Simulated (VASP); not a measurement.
# Sound and unsound inputs on TiPt3

Which changes to a sound input spoil a run on TiPt3, which are harmless, and which give a warning? All runs use LDA. The start is a cell from a database of measured crystal structures.

Method: LDA; plane waves and PAW (Ti_sv, Pt), in VASP 6.6.1.

The database entry behind the starting cell is an old determination (1943), so it need not match the best structure at ambient conditions.

## 1. The structure

It takes space group Pm-3m (No. 221, cubic). Conventional cell: a = 3.897 Å, b = 3.897 Å, c = 3.897 Å, α = 90.00°, β = 90.00°, γ = 90.00°. Nearest to Ti lie 12 Pt at 2.76 Å. Pt has 4 Ti at 2.76 Å and 8 Pt at 2.76 Å nearest. Farther neighbours are not listed.

As a file:

```cif
data_structure
_symmetry_space_group_name_H-M 'Pm-3m'
_symmetry_Int_Tables_number 221
_cell_length_a 3.8970
_cell_length_b 3.8970
_cell_length_c 3.8970
_cell_angle_alpha 90.000
_cell_angle_beta 90.000
_cell_angle_gamma 90.000
_cell_volume 59.18
loop_
_atom_site_label
_atom_site_type_symbol
_atom_site_symmetry_multiplicity
_atom_site_Wyckoff_symbol
_atom_site_fract_x
_atom_site_fract_y
_atom_site_fract_z
_atom_site_occupancy
Ti1 Ti 1 a 0.00000 0.00000 0.00000 1
Pt1 Pt 3 c 0.00000 0.50000 0.50000 1
```

## 2. Reference run

A single point gives energy, forces and stress at these settings. LDA, the lowest rung, knows the local density alone.

Input file INCAR:

```
SYSTEM = TiPt3
PREC = Accurate
ENCUT = 400
EDIFF = 1E-06
NELM = 100
ISMEAR = -1
SIGMA = 0.05
LREAL = .FALSE.
ALGO = Normal
GGA = CA
NBANDS = 27
LASPH = .TRUE.
LORBIT = 11
LWAVE = .FALSE.
LCHARG = .FALSE.
KPAR = 4
ISIF = 2
```

Input file POSCAR:

```
TiPt3
1.0
    3.8970000000      0.0000000000      0.0000000000
    0.0000000000      3.8970000000      0.0000000000
    0.0000000000      0.0000000000      3.8970000000
Ti Pt
1 3
Direct
    0.0000000000      0.0000000000      0.0000000000
    0.0000000000      0.5000000000      0.5000000000
    0.5000000000      0.0000000000      0.5000000000
    0.5000000000      0.5000000000      0.0000000000
```

Input file KPOINTS:

```
Automatic mesh
0
Gamma
5 5 5
0 0 0
```

The projector-augmented-wave data sets are Ti_sv and Pt (LDA family, release 64).

Launch:

```sh
> mpirun -np 4 vasp_std
```

What it wrote:

```text
[banner, memory and clock lines left out]
running    4 mpi-ranks, on    1 nodes
 distrk:  each k-point on    1 cores,    4 groups
 distr:  one band on    1 cores,    1 groups

 POSCAR found type information on POSCAR TiPt
 POSCAR found :  2 types and       4 ions
 LDA part: xc-table for (Slater(with rela. corr.)+CA(PZ))
 , standard interpolation
 POSCAR, INCAR and KPOINTS ok, starting setup
 FFT: planning ... GRIDC
 FFT: planning ... GRID_SOFT
 FFT: planning ... GRID
 WAVECAR not read
 entering main loop
       N       E                     dE             d eps       ncg     rms          rms(c)
DAV:   1     0.326531048420E+03    0.32653E+03   -0.18035E+04   540   0.139E+03
DAV:   2    -0.117800448288E+02   -0.33831E+03   -0.32570E+03   583   0.380E+02
DAV:   3    -0.370853859179E+02   -0.25305E+02   -0.24271E+02   701   0.973E+01
DAV:   4    -0.379296838303E+02   -0.84430E+00   -0.84175E+00   711   0.179E+01
DAV:   5    -0.379473164979E+02   -0.17633E-01   -0.17630E-01   675   0.225E+00    0.230E+01
DAV:   6    -0.360216065844E+02    0.19257E+01   -0.15509E+01   700   0.307E+01    0.139E+01
DAV:   7    -0.356519151035E+02    0.36969E+00   -0.23314E+01   734   0.312E+01    0.107E+01
DAV:   8    -0.347572064600E+02    0.89471E+00   -0.10788E+00   670   0.969E+00    0.461E+00
DAV:   9    -0.347067041960E+02    0.50502E-01   -0.17928E+00   765   0.730E+00    0.310E+00
DAV:  10    -0.346096387795E+02    0.97065E-01   -0.32097E-01   708   0.421E+00    0.555E-01
DAV:  11    -0.346139843668E+02   -0.43456E-02   -0.57513E-03   681   0.618E-01    0.796E-01
DAV:  12    -0.346081556030E+02    0.58288E-02   -0.19941E-02   762   0.959E-01    0.662E-02
DAV:  13    -0.346081457636E+02    0.98394E-05   -0.30782E-04   605   0.122E-01    0.420E-02
DAV:  14    -0.346081499136E+02   -0.41500E-05   -0.26563E-05   723   0.380E-02    0.425E-02
DAV:  15    -0.346081334454E+02    0.16468E-04   -0.31815E-05   690   0.429E-02    0.102E-02
DAV:  16    -0.346081324638E+02    0.98156E-06   -0.51083E-06   550   0.141E-02
   1 F= -.34608132E+02 E0= -.34599183E+02  d E =-.178988E-01
```

Elapsed: 3 s, on 4 MPI ranks of Intel Xeon 6975P-C (Granite Rapids), shared host; peak memory 0.52 GiB.

The logs omit lines about the potential files and the build; timing stands in the text.

Parts of OUTCAR (step 2):

```text
ion  position               nearest neighbor table
   1  0.000  0.000  0.000-   2 2.76   3 2.76   4 2.76   2 2.76   3 2.76   2 2.76   4 2.76   2 2.76
                             3 2.76   4 2.76   3 2.76   4 2.76
   2  0.000  0.500  0.500-   1 2.76   3 2.76   4 2.76   1 2.76   4 2.76   1 2.76   3 2.76   1 2.76
                             3 2.76   4 2.76   4 2.76   3 2.76
   3  0.500  0.000  0.500-   1 2.76   2 2.76   4 2.76   1 2.76   4 2.76   2 2.76   4 2.76   4 2.76
                             1 2.76   2 2.76   1 2.76   2 2.76
   4  0.500  0.500  0.000-   1 2.76   2 2.76   3 2.76   2 2.76   3 2.76   1 2.76   3 2.76   3 2.76
                             1 2.76   2 2.76   2 2.76   1 2.76

  LATTYP: Found a simple cubic cell.
 ALAT       =     3.8970000000

 Subroutine GETGRP returns: Found 48 space group operations
 (whereof 48 operations were pure point group operations)

The static configuration has the point symmetry O_h .

 Found     10 irreducible k-points:

   k-points           NKPTS =     10   k-points in BZ     NKDIM =     10   number of bands    NBANDS=     27

   dimension x,y,z NGX =    28 NGY =   28 NGZ =   28
   dimension x,y,z NGXF=    56 NGYF=   56 NGZF=   56

   ENCUT  =  400.0 eV  29.40 Ry    5.42 a.u.   6.36  6.36  6.36*2*pi/ulx,y,z

   NELECT =      42.0000    total number of electrons

 k-points in reciprocal lattice and weights: Automatic mesh
   0.00000000  0.00000000  0.00000000       0.008
   0.20000000  0.00000000  0.00000000       0.048
   0.40000000  0.00000000  0.00000000       0.048
   0.20000000  0.20000000  0.00000000       0.096
   0.40000000  0.20000000  0.00000000       0.192
   0.40000000  0.40000000  0.00000000       0.096
   0.20000000  0.20000000  0.20000000       0.064
   0.40000000  0.20000000  0.20000000       0.192
   0.40000000  0.40000000  0.20000000       0.192
   0.40000000  0.40000000  0.40000000       0.064

 average (electrostatic) potential at core
       1 -70.4338       2 -63.0285       3 -63.0285       4 -63.0285

 E-fermi :  11.7226

 k-point     1 :       0.0000    0.0000    0.0000
  band No.  band energies     occupation
    ...
     16      10.0146      2.00000
     17      11.1818      1.99996
     18      11.7347      0.87953
     19      11.7347      0.87953
     20      11.7347      0.87953
     21      13.1030      0.00000
     22      13.1030      0.00000
     23      13.3142      0.00000
     24      13.3142      0.00000
     25      13.3142      0.00000
    ...

 k-point     2 :       0.2000    0.0000    0.0000
  band No.  band energies     occupation
    ...
     17      10.1364      2.00000
     18      10.1364      2.00000
     19      10.7013      2.00000
     20      11.1710      1.99997
     21      11.7360      0.86736
     22      12.6008      0.00000
     23      12.6008      0.00000
     24      12.8737      0.00000
     25      12.9245      0.00000
     26      13.7544      0.00000
    ...

 k-point     3 :       0.4000    0.0000    0.0000
  band No.  band energies     occupation
    ...
     19       9.3883      2.00000
     20      10.3070      2.00000
     21      11.6760      1.43539
     22      11.6760      1.43539
     23      11.7381      0.84671
     24      12.2756      0.00003
     25      12.5257      0.00000
     26      13.7374      0.00000
     27      18.5325      0.00000

  Total       -1.6687869     -1.6687869     -1.6687869     -0.0000000     -0.0000000     -0.0000000
  in kB      -45.1772980    -45.1772980    -45.1772980     -0.0000000     -0.0000000     -0.0000000
  external PRESSURE =     -45.1772980 kB  Pullay stress =       0.0000000 kB

  energy-cutoff  :      400.00
  volume of cell :       59.18
      direct lattice vectors                 reciprocal lattice vectors
     3.897000000  0.000000000  0.000000000     0.256607647  0.000000000  0.000000000
     0.000000000  3.897000000  0.000000000     0.000000000  0.256607647  0.000000000
     0.000000000  0.000000000  3.897000000     0.000000000  0.000000000  0.256607647

 POSITION                                       TOTAL-FORCE (eV/Angst)
 -----------------------------------------------------------------------------------
      0.00000      0.00000      0.00000         0.000000      0.000000      0.000000
      0.00000      1.94850      1.94850         0.000000      0.000000      0.000000
      1.94850      0.00000      1.94850         0.000000      0.000000      0.000000
      1.94850      1.94850      0.00000         0.000000      0.000000      0.000000
 -----------------------------------------------------------------------------------
    total drift:                                0.000000      0.000000      0.000000

  FREE ENERGIE OF THE ION-ELECTRON SYSTEM (eV)
  ---------------------------------------------------
  free  energy   TOTEN  =       -34.6081324638 eV

  energy  without entropy=      -34.5902336201  energy(sigma->0) =      -34.59918304

 total charge
# of ion       s       p       d       tot
------------------------------------------
    1        2.214   6.163   1.824  10.201
    2        0.705   0.681   8.073   9.458
    3        0.705   0.681   8.073   9.458
    4        0.705   0.681   8.073   9.458
--------------------------------------------------
tot          4.328   8.205  26.043  38.576

[... 3 further parts left out ...]
```

The k-mesh is coarse for a metal. At this level the cell is under a tension of 4.5 GPa, so at these settings it is away from equilibrium.

Numbers from this step:

```
SCF cycles              : 16
electrons               : 42
bands                   : 27
irreducible k-points    : 10
symmetry operations     : 48
free energy (TOTEN)     : -34.61 eV
energy at zero smearing : -34.60 eV
Fermi energy            : 11.72 eV
pressure                : -4.518 GPa
metallic                : yes
```

The pressure is -4.52 GPa and the largest force 0.000 eV/Å, so the cell is not at a minimum at these settings.

## 3. A single point (LDA), changed input

A single point gives energy, forces and stress at these settings. Some settings are moved from the usual, to see what they do.

Changes to INCAR since step 2:

```diff
@@ -5,4 +5,4 @@
 NELM = 100
-ISMEAR = -1
-SIGMA = 0.05
+ISMEAR = 1
+SIGMA = 0.1
 LREAL = .FALSE.
@@ -17 +17,2 @@
 ISIF = 2
+NELECT = 41
```

POSCAR is that of step 2.

Input file KPOINTS:

```
Automatic mesh
0
Monkhorst-Pack
5 5 5
0 0 0
```

Launch:

```sh
> mpirun -np 4 vasp_std
```

What it wrote:

```text
[... set-up lines as in an earlier step ...]
 entering main loop
       N       E                     dE             d eps       ncg     rms          rms(c)
DAV:   1     0.301543809804E+03    0.30154E+03   -0.17277E+04   540   0.133E+03
DAV:   2    -0.256837637883E+02   -0.32723E+03   -0.31440E+03   583   0.370E+02
DAV:   3    -0.493805885975E+02   -0.23697E+02   -0.22465E+02   701   0.943E+01
DAV:   4    -0.501792315151E+02   -0.79864E+00   -0.79657E+00   711   0.174E+01
DAV:   5    -0.501961133656E+02   -0.16882E-01   -0.16879E-01   675   0.219E+00BRMIX: very serious problems
 the old and the new charge density differ
 old charge density:    42.00000 new   41.00000
BRMIX: very serious problems
 the old and the new charge density differ
 old charge density:    42.00000 new   41.00000
BRMIX: very serious problems
 the old and the new charge density differ
 old charge density:    42.00000 new   41.00000
BRMIX: very serious problems
 the old and the new charge density differ
 old charge density:    42.00000 new   41.00000
    0.216E+01
DAV:   6    -0.462505355850E+02    0.39456E+01   -0.11984E+01   684   0.303E+01    0.824E+00
DAV:   7    -0.464623291220E+02   -0.21179E+00   -0.72505E+00   694   0.174E+01    0.839E+00
DAV:   8    -0.458449765454E+02    0.61735E+00   -0.20658E+00   716   0.101E+01    0.248E+00
DAV:   9    -0.458286348422E+02    0.16342E-01   -0.61894E-02   636   0.185E+00    0.526E-01
DAV:  10    -0.458280564456E+02    0.57840E-03   -0.47673E-03   667   0.511E-01    0.120E-01
DAV:  11    -0.458280354757E+02    0.20970E-04   -0.46353E-04   697   0.154E-01    0.401E-02
DAV:  12    -0.458280469194E+02   -0.11444E-04   -0.97747E-05   661   0.892E-02    0.348E-02
DAV:  13    -0.458280403726E+02    0.65469E-05   -0.82591E-05   699   0.606E-02    0.129E-02
DAV:  14    -0.458280376836E+02    0.26889E-05   -0.63217E-06   571   0.185E-02    0.316E-03
DAV:  15    -0.458280375607E+02    0.12296E-06   -0.82248E-07   342   0.606E-03
   1 F= -.45828038E+02 E0= -.45825973E+02  d E =-.619369E-02
```

Elapsed: 2.6 s, on 4 MPI ranks; peak memory 0.53 GiB; 8.6 s of CPU time.

Parts of OUTCAR (step 3):

```text
NELECT = 41

 ion  position               nearest neighbor table
   1  0.000  0.000  0.000-   2 2.76   3 2.76   4 2.76   2 2.76   3 2.76   2 2.76   4 2.76   2 2.76
                             3 2.76   4 2.76   3 2.76   4 2.76
   2  0.000  0.500  0.500-   1 2.76   3 2.76   4 2.76   1 2.76   4 2.76   1 2.76   3 2.76   1 2.76
                             3 2.76   4 2.76   4 2.76   3 2.76
   3  0.500  0.000  0.500-   1 2.76   2 2.76   4 2.76   1 2.76   4 2.76   2 2.76   4 2.76   4 2.76
                             1 2.76   2 2.76   1 2.76   2 2.76
   4  0.500  0.500  0.000-   1 2.76   2 2.76   3 2.76   2 2.76   3 2.76   1 2.76   3 2.76   3 2.76
                             1 2.76   2 2.76   2 2.76   1 2.76

The static configuration has the point symmetry O_h .

 Found     10 irreducible k-points:

 E-fermi :  10.8464

 k-point     1 :       0.0000    0.0000    0.0000
  band No.  band energies     occupation
    ...
     12       7.9514      2.00000
     13       7.9514      2.00000
     14       7.9514      2.00000
     15       9.8514      2.00000
     16       9.8514      2.00000
     17      11.0021     -0.05008
     18      11.4976     -0.00000
     19      11.4976     -0.00000
     20      11.4976     -0.00000
     21      12.9314      0.00000
    ...

 k-point     2 :       0.2000    0.0000    0.0000
  band No.  band energies     occupation
    ...
     15       9.4220      2.00000
     16       9.9048      2.00000
     17      10.0041      2.00000
     18      10.0041      2.00000
     19      10.5397      2.00013
     20      11.1991     -0.00001
     21      11.4988     -0.00000
     22      12.4716     -0.00000
     23      12.4716     -0.00000
     24      12.7140     -0.00000
    ...

  Total      -19.8636744    -19.8636744    -19.8636744      0.0000000      0.0000000      0.0000000
  in kB     -537.7481853   -537.7481853   -537.7481853      0.0000000      0.0000000      0.0000000
  external PRESSURE =    -537.7481853 kB  Pullay stress =       0.0000000 kB

  FREE ENERGIE OF THE ION-ELECTRON SYSTEM (eV)
  ---------------------------------------------------
  free  energy   TOTEN  =       -45.8280375607 eV

  energy  without entropy=      -45.8218438752  energy(sigma->0) =      -45.82597300

 total charge
# of ion       s       p       d       tot
------------------------------------------
    1        2.203   6.147   1.683  10.033
    2        0.688   0.635   7.888   9.210
    3        0.688   0.635   7.888   9.210
    4        0.688   0.635   7.888   9.210
--------------------------------------------------
tot          4.267   8.051  25.346  37.664

[... 8 parts as in an earlier step ...]

[... 5 further parts left out ...]
```

The run converged; its settings lie outside those of the reference runs, so its numbers are set aside.

Settings moved from the usual: ISMEAR = 1, SIGMA = 0.1 and NELECT = 41.0.

NELECT differs from the neutral count, so the cell is charged against a uniform background: another system, not a numerical setting.

## 4. A single point (LDA), changed input, try 2

This run is made with a changed input; what comes of it follows.

Input file INCAR:

```
SYSTEM = TiPt3
PREC = Accurate
ENCUT = 40
EDIFF = 1E-06
NELM = 92
ISMEAR = -1
SIGMA = 0.05
LREAL = .FALSE.
ALGO = Normal
GGA = CA
NBANDS = 27
LASPH = .TRUE.
LORBIT = 11
LWAVE = .FALSE.
LCHARG = .FALSE.
KPAR = 4
ISIF = 2
```

POSCAR is that of step 3.

Input file KPOINTS:

```
Automatic mesh
0
Gamma
5 5 5
0 0 0
```

Launch:

```sh
> mpirun -np 4 vasp_std
```

What it wrote:

```text
[... set-up lines as in an earlier step ...]
 entering main loop
       N       E                     dE             d eps       ncg     rms          rms(c)
 -----------------------------------------------------------------------------
|                                                                             |
|     EEEEEEE  RRRRRR   RRRRRR   OOOOOOO  RRRRRR      ###     ###     ###     |
|     E        R     R  R     R  O     O  R     R     ###     ###     ###     |
|     E        R     R  R     R  O     O  R     R     ###     ###     ###     |
|     EEEEE    RRRRRR   RRRRRR   O     O  RRRRRR       #       #       #      |
|     E        R   R    R   R    O     O  R   R                               |
|     E        R    R   R    R   O     O  R    R      ###     ###     ###     |
|     EEEEEEE  R     R  R     R  OOOOOOO  R     R     ###     ###     ###     |
|                                                                             |
|     EDDAV: Call to ZHEGV failed. Returncode = 16 2 16                       |
|                                                                             |
|       ---->  I REFUSE TO CONTINUE WITH THIS SICK JOB ... BYE!!! <----       |
|                                                                             |
 -----------------------------------------------------------------------------

1
1
1
1
```

Wall time 4.6 s (4 MPI ranks).

VASP stopped before it finished a first electronic cycle.

VASP's message: “EDDAV: Call to ZHEGV failed. Returncode = 16 2 16”. No number of this run is used.

The fault in the input: cutoff typed in rydberg (ENCUT = 40). ENCUT is in eV: 1 Ry is 13.6 eV.

(Continued in part 2 of 3.)

[Lines on the potential files, build, host, timing and source positions are cut from VASP's logs without a mark.]

[Logs are printed without paths, hosts, clocks, repeated set-up lines and the standing remarks that a program may print on its own settings, such as how far it seeks lower states.]

[Hosts, paths, dates, database ids (printed as entryN), source tags and the programs' standing remarks are cut or masked in the printed files.]

[A measured line is paired with the nearest computed mode of its activity, which favours agreement.]
